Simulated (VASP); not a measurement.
A convergence study with VASP on Ta (bcc): a few settings are varied, all else stays as given below, so the limit is that of these other settings. The cell's lengths are 1 % over those of the tabulated start, so it is off equilibrium.

```yaml
crystal:
  lattice:
    - [-1.66650, 1.66650, 1.66650]
    - [1.66650, -1.66650, 1.66650]
    - [1.66650, 1.66650, -1.66650]
  atoms:
    - { symbol: Ta, position: [0.00000, 0.00000, 0.00000] }
```

Level of theory: PBE GGA, VASP's PBE PAW potentials (set 64) (plane waves; VASP). The last row used: 900 eV cut-off, 13×13×13 Γ-centred mesh, first-order Methfessel-Paxton smearing of 0.10 eV, potentials Ta.

Energies of different potentials or hybrids have different zeros.

| setting | E (eV/atom) | pressure (GPa) | plane waves |
|---|---|---|---|
| ENCUT = 300, POTCAR Ta_pv | -11.8074 | -2.28 | 236 |
| ENCUT = 400, POTCAR Ta_pv | -11.8117 | -1.74 | 358 |
| ENCUT = 520, POTCAR Ta_pv | -11.8121 | -1.70 | 531 |
| ENCUT = 700, POTCAR Ta_pv | -11.8124 | -1.67 | 790 |
| ENCUT = 900, POTCAR Ta_pv | -11.8124 | -1.67 | 1157 |
| ENCUT = 300, POTCAR Ta | [?] | [?] | 236 |
| ENCUT = 400, POTCAR Ta | -11.8582 | -3.70 | 358 |
| ENCUT = 520, POTCAR Ta | -11.8586 | -3.70 | 531 |
| ENCUT = 700, POTCAR Ta | -11.8587 | -3.68 | 790 |
| ENCUT = 900, POTCAR Ta | [?] | -3.68 | 1157 |

Q: Complete the blanks.

A: 
- ENCUT = 900, POTCAR Ta, E (eV/atom): -11.8585
- ENCUT = 300, POTCAR Ta, E (eV/atom): -11.8555
- ENCUT = 300, POTCAR Ta, pressure (GPa): -3.94

Left out are rungs that failed or repeat a setting and relaxations that didn't move; long series are thinned to 24 rows.

The compound is Ta in the bcc structure. The cell was not relaxed at this level.
